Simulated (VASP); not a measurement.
Consider the following.

```xyz
3
Lattice="0.0000 2.6517 2.6517 2.6517 0.0000 2.6517 2.6517 2.6517 0.0000" Properties=species:S:1:pos:R:3 pbc="T T T"
Co     0.0000     0.0000     0.0000
Si     1.3258     1.3258     1.3258
Si     3.9775     3.9775     3.9775
```

Calculation: AM05 GGA, VASP's PBE PAW potentials (set 64) (plane waves; VASP 6.6.1). Settings: 520 eV cut-off, Gaussian smearing of 0.050 eV, potentials Co Si.

Estimate the band gap (along the path) with the smallest direct gap where there is one.

The band gap (along the path) is none (metal, semimetal or under 0.01 eV).

The absolute energy has meaning only against runs of the same code, potentials and settings.

The compound is CoSi2 in the fluorite structure. It was relaxed first. The run is not spin-polarised, so no magnetic state was tried. The electron count is odd and the run is not spin-polarised, which forces a metal.
